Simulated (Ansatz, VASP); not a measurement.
**One calculation of TaF3, two programs**

```
CELL_PARAMETERS angstrom
3.90120 0.00000 0.00000
0.00000 3.90120 0.00000
0.00000 0.00000 3.90120
ATOMIC_POSITIONS crystal
Ta 0.00000 0.00000 0.00000
F 0.50000 0.00000 0.00000
F 0.00000 0.50000 0.00000
F 0.00000 0.00000 0.50000
```

Alike in both runs: task single point; functional PBE; k mesh 5 × 5 × 5; occupations gaussian, width 0.05 eV; collinear spin; Hubbard terms Ta d U = 7.0 eV, J = 0.9 eV.

```csv
,VASP,Ansatz
version,VASP 6.6.1,Ansatz 0.2.0
potentials or method,"VASP PAW PBE potentials, release 64 (Ta_pv, F)","scalar-relativistic, plane waves, PAW"
plane-wave cutoff (eV),520,420
valence electrons in the cell,32,34
```

Ansatz gave:

- gap on the k mesh at the Fermi level (eV): 0.90
- net moment per atom (μB): 0.50
- size of the moment on the site where the two differ most (μB): 0.76

Problem. What did VASP give for the same quantities?

Solution. gap on the k mesh at the Fermi level (eV): none; net moment per atom (μB): 0.50; size of the moment on the site where the two differ most (μB): 1.61.

Site moments also hang on the region over which each program counts them. The programs project onto different local orbitals, so the same U acts differently. A gap of «none» marks a metal or a gap that the smearing closes. The two sets of potentials don't hold the same shells in valence. Ansatz warned: «specified_occupation_not_kept».

 The state reached can hang on the start; a lower one may exist. Spin-orbit coupling is left out, which matters for the levels of Ta.
